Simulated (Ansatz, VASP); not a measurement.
Si in VASP and in Ansatz

```xyz
1
Lattice="-1.7571 1.7571 1.4260 1.7571 -1.7571 1.4260 1.7571 1.7571 -1.4260" Properties=species:S:1:pos:R:3 pbc="T T T"
Si    0.0000    0.0000    0.0000
```

Change from the starting cell: strain +0.080 along x and y, +0.080 along z, atoms carried along.

Alike in both runs: task single point; functional LDA; k mesh 22 × 22 × 22; occupations gaussian, width 0.15 eV; no spin polarisation.

```csv
,VASP,Ansatz
version,VASP 6.6.1,Ansatz 0.2.0
potentials or method,"VASP PAW LDA potentials, release 64 (Si)","scalar-relativistic, plane waves, PAW"
plane-wave cutoff (eV),520,420
valence electrons in the cell,4,4
```

|  | VASP | Ansatz | Ansatz less VASP |
| --- | --- | --- | --- |
| gap on the k mesh at the Fermi level (eV) | none | none | - |
| pressure (GPa) | -13.8 | -13.8 | 0.00 |
| largest component of the traceless stress (GPa) | 1.38 | 1.37 | -0.001 |

A gap of «none» marks a metal or a gap that the smearing closes.
